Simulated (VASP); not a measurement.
Output of a VASP run:

**OUTCAR**
```
 ion  position               nearest neighbor table
   1  0.333  0.667  0.250-   2 3.56   2 3.56   2 3.56   2 3.56   2 3.56   2 3.56
   2  0.667  0.333  0.750-   1 3.56   1 3.56   1 3.56   1 3.56   1 3.56   1 3.56
  LATTYP: Found a hexagonal cell.
 ALAT       =     3.6500002392
 C/A-ratio  =     1.5698629108
 Subroutine PRICEL returns:
 Original cell was already a primitive cell.
 Subroutine GETGRP returns: Found 24 space group operations
The static configuration has the point symmetry D_3d.
 The point group associated with its full space group is D_6h.
The dynamic configuration has the point symmetry D_3d.
 Subroutine INISYM returns: Found 24 space group operations
 Subroutine IBZKPT returns following result:
 Found     56 irreducible k-points:

 Following reciprocal coordinates:
            Coordinates               Weight
  0.000000  0.000000  0.000000      1.000000
  0.100000 -0.000000  0.000000      6.000000
  0.200000 -0.000000  0.000000      6.000000
  0.300000 -0.000000  0.000000      6.000000
  0.400000 -0.000000  0.000000      6.000000
  0.500000  0.000000  0.000000      3.000000
  0.100000  0.100000  0.000000      6.000000
  0.200000  0.100000  0.000000     12.000000
  0.300000  0.100000  0.000000     12.000000
  0.400000  0.100000  0.000000     12.000000
  0.200000  0.200000  0.000000      6.000000
  0.300000  0.200000  0.000000     12.000000
  0.400000  0.200000  0.000000      6.000000
  0.300000  0.300000  0.000000      6.000000
  0.000000  0.000000  0.166667      2.000000
  0.100000 -0.000000  0.166667     12.000000
  0.200000 -0.000000  0.166667     12.000000
  0.300000 -0.000000  0.166667     12.000000
  0.400000 -0.000000  0.166667     12.000000
  0.500000  0.000000  0.166667      6.000000
  0.100000  0.100000  0.166667     12.000000
  0.200000  0.100000  0.166667     24.000000
  0.300000  0.100000  0.166667     24.000000
  0.400000  0.100000  0.166667     24.000000
  0.200000  0.200000  0.166667     12.000000
  0.300000  0.200000  0.166667     24.000000
  0.400000  0.200000  0.166667     12.000000
  0.300000  0.300000  0.166667     12.000000
  0.000000  0.000000  0.333333      2.000000
  0.100000 -0.000000  0.333333     12.000000
  0.200000 -0.000000  0.333333     12.000000
  0.300000 -0.000000  0.333333     12.000000
  0.400000 -0.000000  0.333333     12.000000
  0.500000  0.000000  0.333333      6.000000
  0.100000  0.100000  0.333333     12.000000
  0.200000  0.100000  0.333333     24.000000
  0.300000  0.100000  0.333333     24.000000
  0.400000  0.100000  0.333333     24.000000
  0.200000  0.200000  0.333333     12.000000
  0.300000  0.200000  0.333333     24.000000
   k-points           NKPTS =     56   k-points in BZ     NKDIM =     56   number of bands    NBANDS=     15
   number of dos      NEDOS =    301   number of ions     NIONS =      2
   total plane-waves  NPLWV =  23040
   dimension x,y,z NGX =    24 NGY =   24 NGZ =   40
   dimension x,y,z NGXF=    48 NGYF=   48 NGZF=   80
   ions per type =               2
   PREC   = accura    normal or accurate (medium, high low for compatibility)
   ISTART =      0    job   : 0-new  1-cont  2-samecut
   ICHARG =      2    charge: 1-file 2-atom 10-const
   ISPIN  =      1    spin polarized calculation?
   LNONCOLLINEAR =      F non collinear calculations
   LSORBIT =      F    spin-orbit coupling
   INIWAV =      1    electr: 0-lowe 1-rand  2-diag
   ENCUT  =  400.0 eV  29.40 Ry    5.42 a.u.   5.95  5.95  9.34*2*pi/ulx,y,z
   NELM   =    100;   NELMIN=  2; NELMDL= -5     # of ELM steps
   EDIFF  = 0.1E-05   stopping-criterion for ELM
   LREAL  =      F    real-space projection
   NLSPLINE    = F    spline interpolate recip. space projectors
   LMAXMIX     =    4 max onsite mixed and CHGCAR
   VOSKOWN=      0    Vosko Wilk Nusair interpolation
   EDIFFG = 0.1E-04   stopping-criterion for IOM
   NSW    =      0    number of steps for IOM
...
```

**OSZICAR**
```
       N       E                     dE             d eps       ncg     rms          rms(c)
DAV:   1     0.754079614628E+02    0.75408E+02   -0.10306E+04  1704   0.116E+03
DAV:   2    -0.622784149178E+01   -0.81636E+02   -0.80883E+02  2123   0.251E+02
DAV:   3    -0.131450213038E+02   -0.69172E+01   -0.68429E+01  3148   0.435E+01
DAV:   4    -0.132660751061E+02   -0.12105E+00   -0.12100E+00  1871   0.667E+00
DAV:   5    -0.132694046957E+02   -0.33296E-02   -0.33295E-02  2382   0.833E-01    0.325E+01
DAV:   6    -0.129364705795E+02    0.33293E+00   -0.44093E-01  1680   0.477E+00    0.202E+01
DAV:   7    -0.128796203631E+02    0.56850E-01   -0.87340E-01  2093   0.618E+00    0.188E+00
DAV:   8    -0.128693935274E+02    0.10227E-01   -0.18057E-01  2016   0.275E+00    0.146E+00
DAV:   9    -0.128682143114E+02    0.11792E-02   -0.41552E-03  2398   0.452E-01    0.423E-01
DAV:  10    -0.128684255989E+02   -0.21129E-03   -0.24735E-03  1722   0.517E-01    0.471E-01
DAV:  11    -0.128683082201E+02    0.11738E-03   -0.23253E-04  1868   0.157E-01    0.515E-02
DAV:  12    -0.128683034127E+02    0.48074E-05   -0.35292E-05  1948   0.571E-02    0.187E-02
DAV:  13    -0.128683047330E+02   -0.13203E-05   -0.53378E-06  1824   0.234E-02    0.101E-03
DAV:  14    -0.128683048111E+02   -0.78074E-07   -0.13188E-07  1008   0.277E-03
   1 F= -.12868305E+02 E0= -.12869497E+02  d E =0.357622E-02
```

OUTCAR:
```
------------------------ aborting loop because EDIFF is reached ----------------------------------------
  FORCE on cell =-STRESS in cart. coord.  units (eV):
  Direction    XX          YY          ZZ          XY          YZ          ZX
  --------------------------------------------------------------------------------------
  Total       -0.0346566     -0.0346566     -0.4781362      0.0000000     -0.0000000     -0.0000000
  in kB       -0.8398964     -0.8398966    -11.5875384      0.0000000     -0.0000000     -0.0000000
  external PRESSURE =      -4.4224438 kB  Pullay stress =       0.0000000 kB
  volume of cell :       66.11
      direct lattice vectors                 reciprocal lattice vectors
     1.825000000 -3.160993000  0.000000000     0.273972603 -0.158178142  0.000000000
     1.825000000  3.160993000  0.000000000     0.273972603  0.158178142  0.000000000
     0.000000000  0.000000000  5.730000000     0.000000000  0.000000000  0.174520070
 POSITION                                       TOTAL-FORCE (eV/Angst)
 -----------------------------------------------------------------------------------
      1.82500      1.05367      1.43250        -0.000000     -0.000000      0.000000
      1.82500     -1.05367      4.29750         0.000000      0.000000      0.000000
 -----------------------------------------------------------------------------------
    total drift:                                0.000000      0.000521     -0.000011
  FREE ENERGIE OF THE ION-ELECTRON SYSTEM (eV)
  ---------------------------------------------------
  free  energy   TOTEN  =       -12.8683048111 eV

  energy  without entropy=      -12.8718810291  energy(sigma->0) =      -12.86949688
```
(Selected blocks of OUTCAR.)

File POSCAR:
```
Y
1
    1.8250000000    -3.1609930000     0.0000000000
    1.8250000000     3.1609930000     0.0000000000
    0.0000000000     0.0000000000     5.7300000000
Y
2
Direct
  0.3333330000   0.6666670000   0.2500000000
  0.6666670000   0.3333330000   0.7500000000
```

Write an INCAR and KPOINTS that could have produced this output.

This is not unique; one that fits is the input of the run itself, PBE GGA, plane waves, VASP's PBE PAW potentials (set 64).

**INCAR**
```
! general
SYSTEM   =  Y
PREC     =  Accurate
ENCUT    =  400
LREAL    =  .False.
LASPH    =  .True.

! electronic loop
EDIFF    =  1E-6
NELM     =  100
ALGO     =  Normal
LMAXMIX  =  4

! smearing
ISMEAR   =  1
SIGMA    =  0.1

! functional
GGA      =  PE

! ions
ISIF     =  2

! output
LWAVE    =  .False.
LCHARG   =  .False.
```

KPOINTS:
```
Automatic mesh
0
gamma
10 10 6
0 0 0
```

POTCAR, in this order: Y_sv (PBE.64 set). Program: vasp_std.

The compound is Y in the hcp structure. The cell was not relaxed at this level.
